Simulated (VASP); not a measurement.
Output of a VASP run:

**OSZICAR**
```
       N       E                     dE             d eps       ncg     rms          rms(c)
DAV:   1     0.400537767511E+02    0.40054E+02   -0.57546E+03  1136   0.138E+03
DAV:   2    -0.106905173637E+02   -0.50744E+02   -0.48461E+02  1134   0.209E+02
DAV:   3    -0.119563174107E+02   -0.12658E+01   -0.12537E+01  1326   0.426E+01
DAV:   4    -0.119771775522E+02   -0.20860E-01   -0.20851E-01  1304   0.484E+00
DAV:   5    -0.119778468002E+02   -0.66925E-03   -0.66922E-03  1268   0.890E-01    0.121E+01
DAV:   6    -0.137012796430E+02   -0.17234E+01   -0.56917E+01  1238   0.131E+02    0.153E+01
DAV:   7    -0.105367853345E+02    0.31645E+01   -0.16425E+01  1238   0.784E+01    0.108E+00
DAV:   8    -0.105318226656E+02    0.49627E-02   -0.39560E-01  1392   0.803E+00    0.104E+00
DAV:   9    -0.105178860656E+02    0.13937E-01   -0.59234E-02  1304   0.402E+00    0.188E-01
DAV:  10    -0.105175199213E+02    0.36614E-03   -0.17113E-03  1316   0.677E-01    0.785E-02
DAV:  11    -0.105175167635E+02    0.31579E-05   -0.42822E-05  1242   0.642E-02    0.293E-02
DAV:  12    -0.105175145402E+02    0.22233E-05   -0.68289E-06  1158   0.506E-02    0.327E-03
DAV:  13    -0.105175142049E+02    0.33535E-06   -0.16694E-07   570   0.499E-03
   1 F= -.11425208E+02 E0= -.11424984E+02  d E =-.114252E+02
```

File OUTCAR:
```
------------------------ aborting loop because EDIFF is reached ----------------------------------------
 Edisp (eV)   -0.90769
  FORCE on cell =-STRESS in cart. coord.  units (eV):
  Direction    XX          YY          ZZ          XY          YZ          ZX
  --------------------------------------------------------------------------------------
  Total       0.00869     0.00869     0.00869     0.00000     0.00000    -0.00000
  in kB       0.59581     0.59581     0.59581     0.00000     0.00000    -0.00000
  external pressure =        0.60 kB  Pullay stress =        0.00 kB
  volume of cell :       23.36
      direct lattice vectors                 reciprocal lattice vectors
     2.858532613  0.000000000  0.000000000     0.349829838  0.000000000  0.000000000
     0.000000000  2.858532613  0.000000000     0.000000000  0.349829838  0.000000000
     0.000000000  0.000000000  2.858532613     0.000000000  0.000000000  0.349829838
 POSITION                                       TOTAL-FORCE (eV/Angst)
 -----------------------------------------------------------------------------------
      1.42927      1.42927      1.42927         0.000000      0.000000      0.000000
      0.00000      0.00000      0.00000         0.000000      0.000000      0.000000
 -----------------------------------------------------------------------------------
    total drift:                                0.000000      0.000000      0.000000
  FREE ENERGIE OF THE ION-ELECTRON SYSTEM (eV)
  ---------------------------------------------------
  free  energy   TOTEN  =       -11.4252081934 eV

  energy  without entropy=      -11.4245346722  energy(sigma->0) =      -11.42498369

 reached required accuracy - stopping structural energy minimisation
```
(Selected blocks of OUTCAR.)

File POSCAR:
```
NiAl
1
    2.8585326131    -0.0000000000     0.0000000000
   -0.0000000000     2.8585326131     0.0000000000
   -0.0000000000    -0.0000000000     2.8585326131
Al Ni
1 1
Direct
  0.5000000000   0.5000000000   0.5000000000
  0.0000000000   0.0000000000   0.0000000000
```

Q: Reconstruct the remaining input files.

A: This is not unique; one that fits is the input of the run itself, PBE GGA with D3 dispersion (Becke-Johnson damping), plane waves, VASP's PBE PAW potentials (set 64).

INCAR:
```
! general
SYSTEM =NiAl
PREC   =Accurate
ENCUT  =520   ! plane-wave cut-off (eV)
LREAL  =.FALSE.
LASPH  =.TRUE.   ! aspherical one-centre terms

! electronic loop
EDIFF  =1E-6
NELM   =100   ! most electronic steps
ALGO   =Normal   ! blocked Davidson
LMAXMIX=4

! smearing
ISMEAR =1   ! Methfessel-Paxton
SIGMA  =0.1

! functional
GGA    =PE
IVDW   =12

! ions
IBRION =2   ! conjugate gradients
NSW    =60   ! most ionic steps
ISIF   =3   ! ions, shape and volume
EDIFFG =-0.01   ! ionic stop

! output
LWAVE  =.FALSE.
LCHARG =.FALSE.
```

### KPOINTS
```
Automatic mesh
0
Gamma
11 11 11
0 0 0
```

POTCAR, in this order: Al Ni (PBE.64 set). Program: vasp_std.

The compound is NiAl in the CsCl type structure. It was relaxed first. The start is the result of an earlier pass. The run is not spin-polarised, so no magnetic state was tried. The electron count is odd and the run is not spin-polarised, which forces a metal.
